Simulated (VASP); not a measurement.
# PtSe2: G0W0 gap of a sheet against vacuum, part 5 of 5

How does the G0W0 gap of a single sheet of PtSe2 depend on the vacuum between its repeats?

VASP 6.6.1, plane waves and PAW; the level of theory is named at each step.

So far, quasiparticle gap on the mesh (eV): step 5 (G0W0, box 11 Å, bands in the sums 280) 1.86; step 8 (G0W0, box 12.5 Å, bands in the sums 312, height 12.5) 1.89; step 11 (G0W0, box 14 Å, bands in the sums 352, height 14) 1.91.

## (14) G0W0, box 18 Å, bands in the sums 456, height 18

This step: G0W0 on PBE; plane waves and PAW (Pt_GW, Se_GW) (VASP 6.6.1).

INCAR reads:

```
SYSTEM = PtSe2
PREC = Accurate
ENCUT = 300
ISMEAR = 0
SIGMA = 0.01
LREAL = .FALSE.
GGA = PE
NBANDS = 456
LASPH = .TRUE.
ALGO = EVGW0
NELMGW = 1
ENCUTGW = 90
NOMEGA = 48
PRECFOCK = Fast
NBANDSGW = 24
LWAVE = .FALSE.
LCHARG = .FALSE.
```

POSCAR reads:

```
PtSe2
1.0
    3.8527425800      0.0000000000      0.0000000000
   -1.9263712900      3.3365729485      0.0000000000
    0.0000000000      0.0000000000     18.0000000000
Pt Se
1 2
Direct
    0.0000000000      0.0000000000      0.5000000000
    0.3333333333      0.6666666667      0.5694834856
    0.6666666667      0.3333333333      0.4305165144
```

KPOINTS reads:

```
Automatic mesh
0
Gamma
9 9 1
0 0 0
```

The projector-augmented-wave data sets are Pt_GW and Se_GW (PBE family, release 64).

Started as:

```console
> mpirun -np 8 vasp_std
```

Log:

```text
[banner, memory and clock lines left out]
running    8 mpi-ranks, on    1 nodes
[...]
[... a notice as in an earlier step ...]

 [... a notice as in an earlier step ...]

 LDA part: xc-table for (Slater+PW92), standard interpolation
 found WAVECAR, reading the header
 POSCAR, INCAR and KPOINTS ok, starting setup
[...]
reading WAVECAR
 the WAVECAR file was read successfully
 initial charge from wavefunction
 available memory per node:     35.13 GB, setting MAXMEM to     35977

 The Fermi energy was updated, please check that it is located mid-gap
 values below the HOMO (VB) or above the LUMO (CB) will cause erroneous energies
 E-fermi :  -2.1750

 calculate exact exchange contribution
 the WAVEDER file was read successfully
energies w=
    0.000    0.000    0.483    0.000    0.963    0.000    1.440    0.000
    1.912    0.000    2.376    0.000    2.834    0.000    3.283    0.000
    3.724    0.000    4.157    0.000    4.582    0.000    5.000    0.000
[...]
total number of BLAS operations      22506.30 Gflops
NQ=   8    0.3333    0.1111    0.0000,
|.........|.........|.........|.........|.........|.........|.........|.........
 performed      17040000 updates of chi_q(r,r)
 total number of BLAS operations      26663.09 Gflops
NQ=   9    0.4444    0.1111    0.0000,
|.........|.........|.........|.........|.........|.........|.........|.........
 performed      19211000 updates of chi_q(r,r)
 total number of BLAS operations      30355.74 Gflops
NQ=  10    0.2222    0.2222    0.0000,
|.........|.........|.........|.........|.........|.........|.........|.........
 performed      21382000 updates of chi_q(r,r)
 total number of BLAS operations      33889.93 Gflops
NQ=  11    0.3333    0.2222    0.0000,
|.........|.........|.........|.........|.........|.........|.........|.........
 performed      23947000 updates of chi_q(r,r)
 total number of BLAS operations      38177.05 Gflops
NQ=  12    0.3333    0.3333    0.0000,
|.........|.........|.........|.........|.........|.........|.........|.........
 performed      25243000 updates of chi_q(r,r)
 total number of BLAS operations      40536.82 Gflops
 resolving degeneracies of screened two electron integrals

 calculate QP shifts <psi_nk| G(iteration)W_0 |psi_nk>: iteration 1
 entering main loop
```

Wall time 3.5 min (8 MPI ranks of Intel Xeon 6975P-C (Granite Rapids), shared host); peak memory 5.1 GiB.

From OUTCAR (step 14):

```text
 QP shifts <psi_nk| G(iteration)W_0 |psi_nk>: iteration 1
 for sc-GW calculations column KS-energies equals QP-energies in previous step
 and V_xc(KS)=  KS-energies - (<T + V_ion + V_H > + <T+V_H+V_ion>^1  + <V_x>^1)
 k-point   1 :       0.0000    0.0000    0.0000
  band No.  KS-energies  QP-energies   sigma(KS)   V_xc(KS)     V^pw_x(r,r')   Z            occupation Imag(sigma)
    ...
      8      -3.8871      -4.3225     -13.0455     -12.4027     -16.2177       0.6773       2.0000       0.1463
      9      -3.2741      -3.7025     -11.5058     -10.8824     -12.7747       0.6871       2.0000       0.1069
     10      -3.0142      -3.4014     -12.9544     -12.4148     -14.0179       0.7178       2.0000       0.0768
     11      -3.0142      -3.4014     -12.9544     -12.4148     -14.0179       0.7178       2.0000       0.0768
     12      -0.0567       0.3575     -12.0892     -12.6888      -9.2295       0.6908       0.0000      -0.0868
     13      -0.0567       0.3575     -12.0892     -12.6888      -9.2295       0.6908       0.0000      -0.0868
     14       1.5321       1.7935      -6.3795      -6.7095      -3.3507       0.7919       0.0000      -0.1012
     15       2.4282       2.4741      -6.0167      -6.0747      -2.9981       0.7919       0.0000      -0.0919
    ...

[... 1 part as in an earlier step ...]

[... 2 further parts left out ...]
[key lines of the parts left out:]
E-fermi :  -2.1750
```

The gap is now 1.959 eV, +100 meV against the lowest cell. Of the change against the lowest cell, +1 meV is already in the starting gap. The sheet keeps a typed, unrelaxed lattice constant, and the Coulomb interaction between its repeats isn't cut. Spin-orbit coupling is left out.

## (15) Ground state with more vacuum, box 23 Å, height 23

This step: PBE; plane waves and PAW (Pt_GW, Se_GW) (VASP 6.6.1).

The cell is made 23 Å high around the same sheet, and the chain is run again; the band count grows with the volume, so that the sums reach the same energy.

INCAR reads:

```
SYSTEM = PtSe2
PREC = Accurate
ENCUT = 300
EDIFF = 1E-08
NELM = 100
ISMEAR = 0
SIGMA = 0.01
LREAL = .FALSE.
ALGO = Normal
GGA = PE
NBANDS = 17
LASPH = .TRUE.
LORBIT = 11
LWAVE = .TRUE.
LCHARG = .FALSE.
KPAR = 8
```

POSCAR reads:

```
PtSe2
1.0
    3.8527425800      0.0000000000      0.0000000000
   -1.9263712900      3.3365729485      0.0000000000
    0.0000000000      0.0000000000     23.0000000000
Pt Se
1 2
Direct
    0.0000000000      0.0000000000      0.5000000000
    0.3333333333      0.6666666667      0.5543783800
    0.6666666667      0.3333333333      0.4456216200
```

KPOINTS is that of step 14.

Started as:

```console
> mpirun -np 8 vasp_std
```

Log:

```text
[... set-up lines as in an earlier step ...]
 entering main loop
       N       E                     dE             d eps       ncg     rms          rms(c)
DAV:   1     0.129625563988E+03    0.12963E+03   -0.57058E+03   616   0.649E+02
DAV:   2     0.585213248278E+01   -0.12377E+03   -0.11617E+03   630   0.167E+02
DAV:   3    -0.141929174730E+02   -0.20045E+02   -0.19185E+02   608   0.700E+01
DAV:   4    -0.151153637075E+02   -0.92245E+00   -0.91772E+00   632   0.188E+01
[...]
DAV:  21    -0.142649151740E+02   -0.61160E-07   -0.71306E-10   423   0.183E-04    0.140E-05
DAV:  22    -0.142649151879E+02   -0.13871E-07   -0.23731E-10   430   0.210E-04    0.523E-06
DAV:  23    -0.142649151946E+02   -0.67087E-08   -0.18776E-10   412   0.112E-04
   1 F= -.14264915E+02 E0= -.14264915E+02  d E =-.177069E-19
 writing wavefunctions
```

Wall time 11 s (8 MPI ranks); peak memory 2.5 GiB.

OUTCAR, selected parts (step 15):

```text
  Total       -1.9501561     -1.9501561     -0.0338238     -0.0000000      0.0000000      0.0000000
  in kB      -10.5677251    -10.5677251     -0.1832881     -0.0000000      0.0000000      0.0000000
  external PRESSURE =      -7.1062461 kB  Pullay stress =       0.0000000 kB

 POSITION                                       TOTAL-FORCE (eV/Angst)
 -----------------------------------------------------------------------------------
      0.00000      0.00000     11.50000        -0.000000      0.000000      0.000000
     -0.00000      2.22438     12.75070        -0.000000      0.000000      0.001577
      1.92637      1.11219     10.24930         0.000000      0.000000     -0.001577
 -----------------------------------------------------------------------------------
    total drift:                               -0.000000      0.000000     -0.000000

  FREE ENERGIE OF THE ION-ELECTRON SYSTEM (eV)
  ---------------------------------------------------
  free  energy   TOTEN  =       -14.2649151946 eV

  energy  without entropy=      -14.2649151946  energy(sigma->0) =      -14.26491519

[... 1 part as in an earlier step ...]

[... 2 further parts left out ...]
[key lines of the parts left out:]
E-fermi :  -3.3621
```

## (16) Empty bands, box 23 Å, height 23

The empty bands are made again, for the run that follows.

INCAR reads:

```
SYSTEM = PtSe2
PREC = Accurate
ENCUT = 300
ISMEAR = 0
SIGMA = 0.01
LREAL = .FALSE.
GGA = PE
NBANDS = 576
LASPH = .TRUE.
ALGO = Exact
NELM = 1
LWAVE = .TRUE.
LCHARG = .FALSE.
LOPTICS = .TRUE.
NEDOS = 1000
CSHIFT = 0.1
```

POSCAR is that of step 15.

KPOINTS is that of step 15.

Started as:

```console
> mpirun -np 8 vasp_std
```

Log:

```text
[banner, memory and clock lines left out]
running    8 mpi-ranks, on    1 nodes
[...]
[... a notice as in an earlier step ...]

 LDA part: xc-table for (Slater+PW92), standard interpolation
 found WAVECAR, reading the header
  number of bands has changed, file:    17 present:   576
  trying to continue reading WAVECAR, but it might fail
 POSCAR, INCAR and KPOINTS ok, starting setup
[...]
reading WAVECAR
 random initialization beyond band           17
 the WAVECAR file was read successfully
 initial charge from wavefunction
 entering main loop
       N       E                     dE             d eps       ncg     rms          rms(c)
DIA:   1    -0.142649152009E+02   -0.14265E+02    0.00000E+00     0   0.000E+00
   1 F= -.14264915E+02 E0= -.14264915E+02  d E =-.773504E-24
 writing wavefunctions
 optical routines
 imaginary and real dielectric function
 recalculating local potential from charge density
 direction            1
 direction            2
 direction            3
```

Wall time 82 s (8 MPI ranks); peak memory 5.5 GiB; 11 min of CPU time.

Parts of OUTCAR (step 16):

```text
  Total       -1.9501135     -1.9501135     -0.0337529     -0.0000000      0.0000000      0.0000000
  in kB      -10.5674941    -10.5674941     -0.1829041     -0.0000000      0.0000000      0.0000000
  external PRESSURE =      -7.1059641 kB  Pullay stress =       0.0000000 kB

 POSITION                                       TOTAL-FORCE (eV/Angst)
 -----------------------------------------------------------------------------------
      0.00000      0.00000     11.50000        -0.000000      0.000000      0.000000
     -0.00000      2.22438     12.75070        -0.000000      0.000000      0.001576
      1.92637      1.11219     10.24930         0.000000      0.000000     -0.001576
 -----------------------------------------------------------------------------------
    total drift:                                0.000000      0.000000     -0.000000

  FREE ENERGIE OF THE ION-ELECTRON SYSTEM (eV)
  ---------------------------------------------------
  free  energy   TOTEN  =       -14.2649152009 eV

  energy  without entropy=      -14.2649152009  energy(sigma->0) =      -14.26491520

[... 1 part as in an earlier step ...]

[... 2 further parts left out ...]
[key lines of the parts left out:]
E-fermi :  -3.3544
```

WAVECAR now holds 576 bands for 22 electrons.

## (17) G0W0, box 23 Å, bands in the sums 576, height 23

This step: G0W0 on PBE; plane waves and PAW (Pt_GW, Se_GW) (VASP 6.6.1).

INCAR reads:

```
SYSTEM = PtSe2
PREC = Accurate
ENCUT = 300
ISMEAR = 0
SIGMA = 0.01
LREAL = .FALSE.
GGA = PE
NBANDS = 576
LASPH = .TRUE.
ALGO = EVGW0
NELMGW = 1
ENCUTGW = 90
NOMEGA = 48
PRECFOCK = Fast
NBANDSGW = 24
LWAVE = .FALSE.
LCHARG = .FALSE.
```

POSCAR is that of step 16.

KPOINTS is that of step 16.

Started as:

```console
> mpirun -np 8 vasp_std
```

Log:

```text
[banner, memory and clock lines left out]
running    8 mpi-ranks, on    1 nodes
[...]
[... a notice as in an earlier step ...]

 [... a notice as in an earlier step ...]

 LDA part: xc-table for (Slater+PW92), standard interpolation
 found WAVECAR, reading the header
 POSCAR, INCAR and KPOINTS ok, starting setup
[...]
reading WAVECAR
 the WAVECAR file was read successfully
 initial charge from wavefunction
 available memory per node:     32.96 GB, setting MAXMEM to     33752

 The Fermi energy was updated, please check that it is located mid-gap
 values below the HOMO (VB) or above the LUMO (CB) will cause erroneous energies
 E-fermi :  -2.8095

 calculate exact exchange contribution
 the WAVEDER file was read successfully
energies w=
    0.000    0.000    0.483    0.000    0.964    0.000    1.441    0.000
    1.913    0.000    2.379    0.000    2.836    0.000    3.286    0.000
    3.727    0.000    4.160    0.000    4.586    0.000    5.004    0.000
[...]
total number of BLAS operations      46443.17 Gflops
NQ=   8    0.3333    0.1111    0.0000,
|.........|.........|.........|.........|.........|.........|.........|.........
 performed      21570000 updates of chi_q(r,r)
 total number of BLAS operations      55059.57 Gflops
NQ=   9    0.4444    0.1111    0.0000,
|.........|.........|.........|.........|.........|.........|.........|.........
 performed      24318000 updates of chi_q(r,r)
 total number of BLAS operations      62792.07 Gflops
NQ=  10    0.2222    0.2222    0.0000,
|.........|.........|.........|.........|.........|.........|.........|.........
 performed      27066000 updates of chi_q(r,r)
 total number of BLAS operations      70317.33 Gflops
NQ=  11    0.3333    0.2222    0.0000,
|.........|.........|.........|.........|.........|.........|.........|.........
 performed      30312000 updates of chi_q(r,r)
 total number of BLAS operations      79144.43 Gflops
NQ=  12    0.3333    0.3333    0.0000,
|.........|.........|.........|.........|.........|.........|.........|.........
 performed      31954000 updates of chi_q(r,r)
 total number of BLAS operations      83641.91 Gflops
 resolving degeneracies of screened two electron integrals

 calculate QP shifts <psi_nk| G(iteration)W_0 |psi_nk>: iteration 1
 entering main loop
```

The job ended after 6 min (8 MPI ranks; peak memory 7.3 GiB).

OUTCAR, selected parts (step 17):

```text
 QP shifts <psi_nk| G(iteration)W_0 |psi_nk>: iteration 1
 for sc-GW calculations column KS-energies equals QP-energies in previous step
 and V_xc(KS)=  KS-energies - (<T + V_ion + V_H > + <T+V_H+V_ion>^1  + <V_x>^1)
 k-point   1 :       0.0000    0.0000    0.0000
  band No.  KS-energies  QP-energies   sigma(KS)   V_xc(KS)     V^pw_x(r,r')   Z            occupation Imag(sigma)
    ...
      8      -4.5216      -4.9895     -13.0933     -12.4027     -16.2147       0.6774       2.0000       0.1466
      9      -3.9087      -4.3655     -11.5466     -10.8824     -12.7686       0.6877       2.0000       0.1079
     10      -3.6487      -4.0663     -12.9965     -12.4148     -14.0211       0.7179       2.0000       0.0786
     11      -3.6487      -4.0663     -12.9965     -12.4148     -14.0211       0.7179       2.0000       0.0786
     12      -0.6912      -0.2529     -12.0541     -12.6888      -9.2291       0.6906       0.0000      -0.0856
     13      -0.6912      -0.2529     -12.0541     -12.6888      -9.2291       0.6906       0.0000      -0.0856
     14       0.9006       1.1936      -6.3891      -6.7593      -3.3781       0.7915       0.0000      -0.1019
     15       1.7732       1.8039      -5.3301      -5.3684      -2.5816       0.8018       0.0000      -0.0854
    ...

[... 1 part as in an earlier step ...]

[... 2 further parts left out ...]
[key lines of the parts left out:]
E-fermi :  -2.8095
```

The gap is now 2.013 eV, +154 meV against the lowest cell. Of the change against the lowest cell, +1 meV is already in the starting gap. The sheet keeps a typed, unrelaxed lattice constant, and the Coulomb interaction between its repeats isn't cut. Spin-orbit coupling is left out.

## (18) Summary

This step: GW series: G0W0 on PBE; plane waves and PAW (VASP 6.6.1).

No new run; the numbers come from the runs before.

Gaps by cell height:

```
cell height (Å)  bands  Kohn-Sham gap at PBE (eV)  quasiparticle gap (eV)  direct quasiparticle gap (eV)  cost (core minutes)
             11    280                      1.227                    1.86                          1.867                12.35
           12.5    312                      1.228                   1.887                          1.894                15.25
             14    352                      1.228                   1.913                          1.919                18.91
             18    456                      1.228                   1.959                          1.966                33.33
             23    576                      1.228                   2.013                           2.02                59.21
```

## (19) Outcome

| Quantity | Value |
| --- | --- |
| G0W0 on PBE, 280 bands, ENCUTGW 90 eV, NOMEGA 48, mesh 9×9×1 | 1.227 → 1.860 eV |

**Reading.** G0W0 gives a quasiparticle gap of 1.860 eV on the mesh in the lowest cell, 0.63 eV over the PBE gap on the same mesh. On mesh and path the starting valence top lies at (0.152, 0.152) and the conduction bottom at (0.227, 0), so the starting gap is indirect. The GW mesh misses an edge: at the starting level the gap along the path is 0.06 eV smaller, and with that offset the quasiparticle gap would be about 1.80 eV. From a height of 11 to 23 Å the starting gap changes by +1 meV and the G0W0 gap by +154 meV: the repeated sheets screen one another through the long-range Coulomb interaction, which isn't cut here. A line against one over the height, fitted to all points, misses them by up to 8 meV and gives 2.14 eV at infinite height. Fitted without the tallest cell, the line predicts 1.993 eV for it, against 2.013 eV computed. The in-plane mesh is fixed, and for a sheet its error grows with the height, so the extrapolated value isn't the converged gap of the free sheet. Bands, response cutoff and mesh weren't tested for convergence. Spin-orbit coupling is left out; with Pt and Se in the cell it can split or shift band edges, by an amount that depends on which atoms form them and isn't tested here. The in-plane lattice constant was typed and not relaxed; the sheet is stretched, by 2.4 N/m, and the gaps belong to that strained sheet. Not tabulated here, as repeats of values shown or as unfit to read for their mesh, reference level or band range: pressures of a box with vacuum or a charge (ground state, ground state with more vacuum, relaxation); gaps (empty bands, relaxation); eps2 curves (empty bands); eps1 curves and static values (empty bands).

[Lines on the potential files, build, host, timing and source positions are cut from VASP's logs without a mark.]

[Logs are printed without paths, hosts, clocks, repeated set-up lines and the standing remarks that a program may print on its own settings, such as how far it seeks lower states.]

[Hosts, paths, dates, database ids (printed as entryN), source tags and the programs' standing remarks are cut or masked in the printed files.]

[Pressures printed for these runs are not shown converged in the cutoff: they can be off by several GPa and have the wrong sign.]
